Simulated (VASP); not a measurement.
# Local probes of Ac2O3

Wanted: the field gradients at the nuclei of Ac2O3. The cell has space group P-3m1. The start is a cell from a database of measured crystal structures.

Method: LDA; plane waves and PAW (Ac, O), in the first sound run; inputs show where later runs differ, in VASP 6.6.1.

The database entry behind the starting cell is an old determination (1949), so it need not match the best structure at ambient conditions.

## (1) The structure

Symmetry: P-3m1, No. 164, trigonal system. Conventional cell: a = 4.080 Å, b = 4.080 Å, c = 6.300 Å, α = 90.00°, β = 90.00°, γ = 120.00°. Nearest to Ac lie 7 O at 2.49 to 2.78 Å. Nearest to O lie 4 Ac at 2.49 to 2.50 Å. O has 6 Ac at 2.78 Å nearest. Farther neighbours and most contacts between anions are not listed.

## (2) Local probes at LDA

Field gradients probe the charge near the nuclei, so LASPH is on and the cutoff is at least 1.4 times the default of the data sets; this run is at LDA.

INCAR reads:

```
SYSTEM = Ac2O3
PREC = Accurate
ENCUT = 560
EDIFF = 1E-07
NELM = 100
ISMEAR = -1
SIGMA = 0.05
LREAL = .FALSE.
ALGO = Normal
GGA = CA
NBANDS = 26
LASPH = .TRUE.
LORBIT = 11
LWAVE = .FALSE.
LCHARG = .FALSE.
KPAR = 4
LEFG = .TRUE.
ICORELEVEL = 1
```

POSCAR reads:

```
Ac2O3
1.0
    4.0800000000      0.0000000000      0.0000000000
   -2.0400000000      3.5333836474      0.0000000000
    0.0000000000      0.0000000000      6.3000000000
Ac O
2 3
Direct
    0.6666666667      0.3333333333      0.7650000000
    0.3333333333      0.6666666667      0.2350000000
    0.6666666667      0.3333333333      0.3700000000
    0.3333333333      0.6666666667      0.6300000000
    0.0000000000      0.0000000000      0.0000000000
```

KPOINTS reads:

```
Automatic mesh
0
Gamma
9 9 4
0 0 0
```

Potentials, in the order of the species: Ac and O (PBE family, release 64).

Command:

```console
$ mpirun -np 4 vasp_std
```

What it wrote:

```text
[banner, memory and clock lines left out]
running    4 mpi-ranks, on    1 nodes
 distrk:  each k-point on    1 cores,    4 groups
 distr:  one band on    1 cores,    1 groups

 POSCAR found type information on POSCAR AcO
 POSCAR found :  2 types and       5 ions
|                                                                             |
|               ----> ADVICE to this user running VASP <----                  |
|                                                                             |
|     You enforced a specific xc type in the INCAR file but a different       |
|     [... a line on the potential file left out ...]
|     I HOPE YOU KNOW WHAT YOU ARE DOING!                                     |
|                                                                             |

 LDA part: xc-table for (Slater(with rela. corr.)+CA(PZ))
 , standard interpolation
 POSCAR, INCAR and KPOINTS ok, starting setup
 FFT: planning ... GRIDC
 FFT: planning ... GRID_SOFT
 FFT: planning ... GRID
 WAVECAR not read
 entering main loop
       N       E                     dE             d eps       ncg     rms          rms(c)
DAV:   1     0.512533437519E+03    0.51253E+03   -0.17609E+04  2236   0.157E+03
DAV:   2     0.648163136218E+02   -0.44772E+03   -0.43929E+03  2628   0.422E+02
DAV:   3    -0.434161966650E+02   -0.10823E+03   -0.10475E+03  3730   0.177E+02
DAV:   4    -0.492482351196E+02   -0.58320E+01   -0.58146E+01  3376   0.459E+01
DAV:   5    -0.494744376502E+02   -0.22620E+00   -0.22598E+00  4248   0.811E+00    0.262E+01
DAV:   6    -0.436321766646E+02    0.58423E+01   -0.39954E+01  2422   0.332E+01    0.226E+01
DAV:   7    -0.435788132876E+02    0.53363E-01   -0.48910E+00  3376   0.143E+01    0.128E+01
DAV:   8    -0.435075694708E+02    0.71244E-01   -0.10068E+00  2720   0.633E+00    0.194E+00
DAV:   9    -0.434603037087E+02    0.47266E-01   -0.23159E-01  2852   0.313E+00    0.355E-01
DAV:  10    -0.434627686527E+02   -0.24649E-02   -0.38942E-02  3480   0.107E+00    0.195E-01
DAV:  11    -0.434629057433E+02   -0.13709E-03   -0.67794E-03  3246   0.592E-01    0.114E-01
DAV:  12    -0.434627096825E+02    0.19606E-03   -0.18657E-03  3408   0.314E-01    0.315E-02
DAV:  13    -0.434627224514E+02   -0.12769E-04   -0.18335E-04  2864   0.878E-02    0.235E-02
DAV:  14    -0.434627161870E+02    0.62644E-05   -0.37950E-05  3816   0.404E-02    0.837E-03
DAV:  15    -0.434627155239E+02    0.66308E-06   -0.12036E-05  3056   0.201E-02    0.328E-03
DAV:  16    -0.434627155912E+02   -0.67283E-07   -0.11492E-06  3232   0.704E-03    0.148E-03
DAV:  17    -0.434627155677E+02    0.23508E-07   -0.13305E-07  1696   0.249E-03
ion   1
     0.0000000    -0.0000000     0.0000000     0.2640529     0.0000000     0.0000000
     0.0000709    -0.0000000     0.0000000     0.2640529     0.0000000     0.0000000
     0.0000976    -0.0000000     0.0000000     0.2640529     0.0000000     0.0000000
     0.0001345    -0.0000000     0.0000000     0.2640529     0.0000000     0.0000000
     0.0001852    -0.0000000     0.0000000     0.2640529     0.0000000     0.0000000

     0.0000000    -0.0000000    -0.0000000  -183.8029221     0.0000000     0.0000002
     0.0000709    -0.0000000    -0.0000000  -183.3237849     0.0000000     0.0000002
     0.0000976    -0.0000000    -0.0000000  -183.1084012     0.0000000     0.0000002
     0.0001345    -0.0000000    -0.0000000  -182.7880505     0.0000000     0.0000002
     0.0001852    -0.0000000    -0.0000000  -182.3137214     0.0000000     0.0000002

ion   2
     0.0000000    -0.0000000     0.0000000     0.2640529     0.0000000     0.0000000
     0.0000709    -0.0000000     0.0000000     0.2640529     0.0000000     0.0000000
     0.0000976    -0.0000000     0.0000000     0.2640529     0.0000000     0.0000000
     0.0001345    -0.0000000     0.0000000     0.2640529     0.0000000     0.0000000
     0.0001852    -0.0000000     0.0000000     0.2640529     0.0000000     0.0000000

     0.0000000    -0.0000000    -0.0000000  -183.8029221     0.0000000     0.0000002
     0.0000709    -0.0000000    -0.0000000  -183.3237849     0.0000000     0.0000002
     0.0000976    -0.0000000    -0.0000000  -183.1084012     0.0000000     0.0000002
     0.0001345    -0.0000000    -0.0000000  -182.7880505     0.0000000     0.0000002
     0.0001852    -0.0000000    -0.0000000  -182.3137214     0.0000000     0.0000002

ion   3
     0.0000000    -0.0000000     0.0000000    -3.5470842     0.0000000     0.0000000
     0.0000293    -0.0000000     0.0000000    -3.5470842     0.0000000     0.0000000
     0.0000403    -0.0000000     0.0000000    -3.5470842     0.0000000     0.0000000
     0.0000555    -0.0000000     0.0000000    -3.5470841     0.0000000     0.0000000
     0.0000765    -0.0000000     0.0000000    -3.5470840     0.0000000     0.0000000

     0.0000000    -0.0000000     0.0000000   -10.2348553     0.0000000     0.0000000
     0.0000293    -0.0000000     0.0000000   -10.2348528     0.0000000     0.0000000
     0.0000403    -0.0000000     0.0000000   -10.2348511     0.0000000     0.0000000
     0.0000555    -0.0000000     0.0000000   -10.2348482     0.0000000     0.0000000
     0.0000765    -0.0000000     0.0000000   -10.2348433     0.0000000     0.0000000

ion   4
     0.0000000    -0.0000000     0.0000000    -3.5470842     0.0000000     0.0000000
     0.0000293    -0.0000000     0.0000000    -3.5470842     0.0000000     0.0000000
     0.0000403    -0.0000000     0.0000000    -3.5470842     0.0000000     0.0000000
     0.0000555    -0.0000000     0.0000000    -3.5470841     0.0000000     0.0000000
     0.0000765    -0.0000000     0.0000000    -3.5470840     0.0000000     0.0000000

     0.0000000    -0.0000000     0.0000000   -10.2348553     0.0000000     0.0000000
     0.0000293    -0.0000000     0.0000000   -10.2348528     0.0000000     0.0000000
     0.0000403    -0.0000000     0.0000000   -10.2348511     0.0000000     0.0000000
     0.0000555    -0.0000000     0.0000000   -10.2348482     0.0000000     0.0000000
     0.0000765    -0.0000000     0.0000000   -10.2348433     0.0000000     0.0000000

ion   5
     0.0000000    -0.0000000    -0.0000000     2.4911128    -0.0000000     0.0000000
     0.0000293    -0.0000000    -0.0000000     2.4911128    -0.0000000     0.0000000
     0.0000403    -0.0000000    -0.0000000     2.4911128    -0.0000000     0.0000000
     0.0000555    -0.0000000    -0.0000000     2.4911128    -0.0000000     0.0000000
     0.0000765    -0.0000000    -0.0000000     2.4911127    -0.0000000     0.0000000

     0.0000000    -0.0000000    -0.0000000     7.5842327    -0.0000000     0.0000000
     0.0000293    -0.0000000    -0.0000000     7.5842308    -0.0000000     0.0000000
     0.0000403    -0.0000000    -0.0000000     7.5842295    -0.0000000     0.0000000
     0.0000555    -0.0000000    -0.0000000     7.5842273    -0.0000000     0.0000000
     0.0000765    -0.0000000    -0.0000000     7.5842236    -0.0000000     0.0000000

   1 F= -.43462716E+02 E0= -.43462716E+02  d E =-.818548E-10
```

It took 39 s on 4 MPI ranks of Intel Xeon Platinum 8259CL at 2.50GHz (Skylake/Cascade Lake), shared host; peak memory 1 GiB.

Lines that name or quote the potential files are left out of all logs, and their timing lines are given in words.

From OUTCAR (step 2):

```text
ion  position               nearest neighbor table
   1  0.667  0.333  0.765-   3 2.49   4 2.50   4 2.50   4 2.50   5 2.78   5 2.78   5 2.78
   2  0.333  0.667  0.235-   4 2.49   3 2.50   3 2.50   3 2.50   5 2.78   5 2.78   5 2.78
   3  0.667  0.333  0.370-   1 2.49   2 2.50   2 2.50   2 2.50
   4  0.333  0.667  0.630-   2 2.49   1 2.50   1 2.50   1 2.50
   5  0.000  0.000  0.000-   1 2.78   2 2.78   2 2.78   1 2.78   1 2.78   2 2.78

  LATTYP: Found a hexagonal cell.
 ALAT       =     4.0800000000
 C/A-ratio  =     1.5441176471

 Subroutine GETGRP returns: Found 12 space group operations
 (whereof 12 operations were pure point group operations)

The static configuration has the point symmetry D_3d.

 Found     43 irreducible k-points:

   k-points           NKPTS =     43   k-points in BZ     NKDIM =     43   number of bands    NBANDS=     26

   dimension x,y,z NGX =    32 NGY =   32 NGZ =   50
   dimension x,y,z NGXF=    64 NGYF=   64 NGZF=  100

   ENCUT  =  560.0 eV  41.16 Ry    6.42 a.u.   7.87  7.87 12.16*2*pi/ulx,y,z

   NELECT =      40.0000    total number of electrons

 k-points in reciprocal lattice and weights: Automatic mesh
   0.00000000  0.00000000  0.00000000       0.003
   0.11111111  0.00000000  0.00000000       0.019
   0.22222222  0.00000000  0.00000000       0.019
   0.33333333  0.00000000  0.00000000       0.019
   0.44444444  0.00000000  0.00000000       0.019
   0.11111111  0.11111111  0.00000000       0.019
   0.22222222  0.11111111  0.00000000       0.037
   0.33333333  0.11111111  0.00000000       0.037
   0.44444444  0.11111111  0.00000000       0.019
[...]
0.33333333  0.22222222  0.50000000       0.037
   0.33333333  0.33333333  0.50000000       0.006

 the core state eigenenergies are
   1-  1s-107044.9130  2s -19746.0440  2p -16568.8645  3s  -4913.8430  3p  -4024.7138
       3d  -3216.7434  4s  -1210.8518  4p   -920.2186  4d   -615.2210  4f   -287.0699
       5s   -249.0323  5p   -161.4406  5d    -66.5679
   2-  1s-107044.9130  2s -19746.0440  2p -16568.8645  3s  -4913.8430  3p  -4024.7138
       3d  -3216.7434  4s  -1210.8518  4p   -920.2186  4d   -615.2210  4f   -287.0699
       5s   -249.0323  5p   -161.4406  5d    -66.5679
   3-  1s   -498.9995
   4-  1s   -498.9995
   5-  1s   -499.3450

 E-fermi :   5.6340

 k-point     1 :       0.0000    0.0000    0.0000
  band No.  band energies     occupation
    ...
     16       2.6140      2.00000
     17       2.6140      2.00000
     18       3.8216      2.00000
     19       3.8216      2.00000
     20       4.2707      2.00000
     21       8.0265      0.00000
     22       9.0428      0.00000
     23       9.0428      0.00000
     24       9.8588      0.00000
     25      10.3098      0.00000
    ...

 k-point     2 :       0.1111    0.0000    0.0000
  band No.  band energies     occupation
    ...
     16       2.6898      2.00000
     17       3.0713      2.00000
     18       3.6229      2.00000
     19       3.8676      2.00000
     20       4.1905      2.00000
     21       8.4821      0.00000
     22       8.8871      0.00000
     23       9.2031      0.00000
     24       9.5969      0.00000
     25      10.4842      0.00000
    ...

 k-point     3 :       0.2222    0.0000    0.0000
  band No.  band energies     occupation
    ...
     16       2.9889      2.00000
     17       3.0828      2.00000
     18       3.7532      2.00000
     19       4.0023      2.00000
     20       4.0066      2.00000
     21       8.5212      0.00000
     22       9.2809      0.00000
     23       9.5026      0.00000
     24       9.6397      0.00000
     25      10.7682      0.00000
    ...

  Total       -3.5233069     -3.5233069     -4.1513569     -0.0000000      0.0000000      0.0000000
  in kB      -62.1540662    -62.1540662    -73.2333908     -0.0000000      0.0000000      0.0000000
  external PRESSURE =     -65.8471744 kB  Pullay stress =       0.0000000 kB

  energy-cutoff  :      560.00
  volume of cell :       90.82
      direct lattice vectors                 reciprocal lattice vectors
     4.080000000  0.000000000  0.000000000     0.245098039  0.141507419  0.000000000
    -2.040000000  3.533383647  0.000000000     0.000000000  0.283014838  0.000000000
     0.000000000  0.000000000  6.300000000     0.000000000  0.000000000  0.158730159

 POSITION                                       TOTAL-FORCE (eV/Angst)
 -----------------------------------------------------------------------------------
      2.04000      1.17779      4.81950        -0.000000      0.000000     -1.799884
     -0.00000      2.35559      1.48050         0.000000      0.000000      1.799884
      2.04000      1.17779      2.33100        -0.000000     -0.000000     -0.919422
     -0.00000      2.35559      3.96900         0.000000      0.000000      0.919422
      0.00000      0.00000      0.00000         0.000000      0.000000      0.000000
 -----------------------------------------------------------------------------------
    total drift:                               -0.000000      0.000000      0.000000

  FREE ENERGIE OF THE ION-ELECTRON SYSTEM (eV)
  ---------------------------------------------------
  free  energy   TOTEN  =       -43.4627155677 eV

  energy  without entropy=      -43.4627155676  energy(sigma->0) =      -43.46271557

 Electric field gradients after diagonalization (V/A^2)
 (convention: |V_zz| > |V_xx| > |V_yy|)
----------------------------------------------------------------------
 ion       V_xx      V_yy      V_zz     asymmetry (V_yy - V_xx)/ V_zz
----------------------------------------------------------------------
   1    -116.091  -116.091   232.182       0.000
   2    -116.091  -116.091   232.182       0.000
   3      -6.350    -6.348    12.698       0.000
   4      -6.350    -6.348    12.698       0.000
   5       4.864     4.858    -9.722       0.001
----------------------------------------------------------------------

 total charge
# of ion       s       p       d       f       tot
--------------------------------------------------
    1        2.055   5.646   0.529   0.195   8.426
    2        2.055   5.646   0.529   0.195   8.426
    3        1.550   3.424   0.000   0.000   4.974
    4        1.550   3.424   0.000   0.000   4.974
    5        1.542   3.368   0.000   0.000   4.910
--------------------------------------------------
tot          8.752  21.508   1.058   0.391  31.709

[... 3 further parts left out ...]
```

These are scalar-relativistic Kohn-Sham levels of the ground state, with no core hole, so they are not binding energies. The atoms bear forces, and field gradients depend strongly on their positions. The PAW data sets were made with PBE, a small mismatch for LDA.

Numbers from this step:

```
free energy (TOTEN) : -43.46 eV
Fermi energy        : 5.634 eV
pressure            : -6.585 GPa
```

The two shallowest core shells; atoms whose shallowest level rounds to another's at 0.01 eV are left out. Core levels, by row:

```
atom  shell  level below the valence-band top (eV)
 Ac1     5p                                  166.1
 Ac1     5d                                  71.19
  O3     1s                                  503.6
  O5     1s                                    504
```

Ordered as |Vzz| ≥ |Vxx| ≥ |Vyy|, the program's way. Electric field gradients, by row:

```csv
atom,Vxx (V/Å²),Vyy (V/Å²),Vzz (V/Å²),asymmetry
Ac1,-116.1,-116.1,232.2,0
Ac2,-116.1,-116.1,232.2,0
O3,-6.35,-6.348,12.7,0
O4,-6.35,-6.348,12.7,0
O5,4.864,4.858,-9.722,0.001
```

The largest gradient is 232.2 V/Å², at Ac1.

(Part 1 of 2 ends here.)

[Lines on the potential files, build, host, timing and source positions are cut from VASP's logs without a mark.]

[Logs are printed without paths, hosts, clocks, repeated set-up lines and the standing remarks that a program may print on its own settings, such as how far it seeks lower states.]

[Hosts, paths, dates, database ids (printed as entryN), source tags and the programs' standing remarks are cut or masked in the printed files.]
